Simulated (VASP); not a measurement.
Calculation: r2SCAN meta-GGA, VASP's PBE PAW potentials (set 64) (plane waves; VASP).

The input files of a VASP run:

### KPOINTS
```
Automatic mesh
0
Gamma
6 6 4
0 0 0
```

### POSCAR
```
Se
4.985840
  0.4514130755  -0.7818703789   0.0000000000
  0.4514130755   0.7818703789   0.0000000000
  0.0000000000   0.0000000000   0.9999999562
Se
3
direct
  0.0000000000   0.2175462911   0.6666670000
  0.7824537089   0.7824537089   0.0000000000
  0.2047201236   0.0128261675   0.3333330000
```

INCAR:
```
SYSTEM = Se
PREC = Accurate
EDIFF = 1E-7   # SCF stop (eV)
NELM = 100   # most electronic steps
ENCUT = 480   # plane-wave cut-off (eV)
LMIXTAU = .TRUE.
ISMEAR = 0
METAGGA = R2SCAN
LWAVE = .FALSE.
LASPH = .TRUE.   # aspherical one-centre terms
ISIF = 2
LREAL = .FALSE.   # projection in real space or not
ALGO = Normal
LCHARG = .FALSE.
SIGMA = 0.05   # width (eV)
LMAXMIX = 4   # l cut-off of mixed one-centre charges
```

POTCAR, in this order: Se (PBE.64 set). Program: vasp_std.

Question: Estimate the energy per atom (σ→0), pressure, largest force.

Answer: 
- energy per atom (σ→0): -1379.4 kJ/mol-atom
- pressure: 1.80 GPa
- largest force: 0.818 eV/Å

OSZICAR:
```
...
DAV:  13    -0.428883725295E+02    0.19757E-03   -0.42483E-04  2056   0.259E-01    0.150E-02
DAV:  14    -0.428885941573E+02   -0.22163E-03   -0.35793E-05  2271   0.698E-02    0.107E-02
DAV:  15    -0.428886854440E+02   -0.91287E-04   -0.22062E-05  2111   0.511E-02    0.582E-03
DAV:  16    -0.428887360652E+02   -0.50621E-04   -0.35911E-05  2016   0.734E-02    0.241E-03
DAV:  17    -0.428887388520E+02   -0.27868E-05   -0.27147E-06  2256   0.175E-02    0.125E-03
DAV:  18    -0.428887393406E+02   -0.48859E-06   -0.38330E-07  2141   0.749E-03    0.836E-04
DAV:  19    -0.428887394277E+02   -0.87168E-07   -0.21100E-07  1533   0.529E-03
   1 F= -.42888739E+02 E0= -.42888739E+02  d E =-.994687E-11
```

The compound is Se in the trig structure. This cell was strained or had an atom moved on purpose.
